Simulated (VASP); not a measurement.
Data:

```
CELL_PARAMETERS angstrom
      0.00000     2.80619     2.80619
      2.80619     0.00000     2.80619
      2.80619     2.80619     0.00000
ATOMIC_POSITIONS crystal
  Ca 0.00000 0.00000 0.00000
  F  0.25000 0.25000 0.25000
  F  0.75000 0.75000 0.75000
```

All values below come from RPBE GGA, VASP's PBE PAW potentials (set 64) (plane waves; VASP). Run with 520 eV cut-off, 6×6×6 Γ-centred mesh, Gaussian smearing of 0.050 eV, potentials Ca_sv F.

Q: Estimate the energy per atom (σ→0), band gap (on the k-mesh) with the smallest direct gap where there is one.

A: 
- band gap (on the k-mesh): 7.13 eV
- smallest direct gap (on the k-mesh): 7.37 eV
- energy per atom (σ→0): -5.513 eV/atom

The absolute energy has meaning only against runs of the same code, potentials and settings.

The compound is CaF2 in the fluorite structure. It was relaxed first, which changed the volume by +9 %. The start is the result of an earlier pass.
